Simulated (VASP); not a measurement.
Data:

```xyz
2
Lattice="0.0000 1.8313 1.8313 1.8313 0.0000 1.8313 1.8313 1.8313 0.0000" Properties=species:S:1:pos:R:3 pbc="T T T"
B      0.0000     0.0000     0.0000
N      0.9156     0.9156     0.9156
```

All values below come from PBE GGA, VASP's PBE PAW potentials (set 64) (plane waves; VASP 6.6.1). Settings: PREC = Normal, 500 eV cut-off, 4×4×4 Γ-centred mesh, Gaussian smearing of 0.010 eV, potentials B_GW N_GW_new.

**Question.** Give the stress tensor in GPa (positive for a compressed cell).

**Answer.** 
```
-10.58    0.00    0.00
  0.00  -10.58    0.00
  0.00    0.00  -10.58
```
The pressure is its mean diagonal, -10.58 GPa.

The compound is BN in the zinc blende structure. This cell is one point of a volume scan, at 1.04 of the reference volume. The k-mesh is coarse (spacing up to 0.74 per Å, 2π included), so the numbers may not be converged in it.
